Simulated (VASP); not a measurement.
Consider the following.

```
PtS2
1.0
    1.80540    -3.12704     0.00000
    1.80540     3.12704     0.00000
    0.00000     0.00000     5.14080
Pt S
1 2
Direct
  0.00000   0.00000   0.00000
  0.33333   0.66667   0.23000
  0.66667   0.33333   0.77000
```

Computed with PBE GGA, VASP's PBE PAW potentials (set 64) (plane waves; VASP). Run with 400 eV cut-off, 6×6×4 Γ-centred mesh, Gaussian smearing of 0.050 eV, potentials Pt S.

Give the force on each atom (eV/Å).

| atom | Fx | Fy | Fz |
|---|---|---|---|
| Pt1 | 0.000 | 0.000 | 0.000 |
| S2 | 0.000 | 0.000 | 0.200 |
| S3 | 0.000 | 0.000 | -0.200 |

Give the stress tensor in GPa (positive for a compressed cell).

```
0.41  0.00  0.00
0.00  0.41  0.00
0.00  0.00  2.69
```
The pressure is its mean diagonal, 1.17 GPa.

The compound is PtS2 in the 1T layered structure. The cell was not relaxed at this level.
